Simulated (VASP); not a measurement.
Here is the system:

```xyz
2
Lattice="0.0000 2.7522 2.7522 2.7522 0.0000 2.7522 2.7522 2.7522 0.0000" Properties=species:S:1:pos:R:3 pbc="T T T"
Li     2.7522     2.7522     0.0000
Br     2.7522     2.7522     2.7522
```

The numbers are results of PBE GGA, VASP's PBE PAW potentials (set 64) (plane waves; VASP 6.6.1), not measurements. Settings: 520 eV cut-off, Gaussian smearing of 0.050 eV, potentials Li_sv Br.

Q: Give the energies of bands 3 to 8 at the high-symmetry points, in eV from the valence-band maximum.

A: 
```json
[
 {"band": "3", "Γ": "-0.01", "X": "-2.88", "U": "-2.48", "L": "-2.87", "W": "-2.14"},
 {"band": "4", "Γ": "-0.01", "X": "-1.14", "U": "-1.84", "L": "-0.27", "W": "-2.14"},
 {"band": "5", "Γ": "-0.01", "X": "-1.14", "U": "-0.86", "L": "-0.27", "W": "-1.14"},
 {"band": "6", "Γ": "4.94", "X": "6.25", "U": "6.64", "L": "5.62", "W": "8.01"},
 {"band": "7", "Γ": "10.49", "X": "7.11", "U": "8.72", "L": "8.10", "W": "8.56"},
 {"band": "8", "Γ": "10.49", "X": "11.60", "U": "10.28", "L": "8.10", "W": "9.44"}
]
```

The gap is indirect, 4.94 eV, from the valence maximum at K-Γ at 0.79 to the conduction minimum at Γ.

Measured: gap 7.60 eV (computed value off by -2.66 eV), as given by Abedi et al., (2022), arXiv:2211.14644.

The compound is LiBr in the rock salt structure. It was relaxed first.
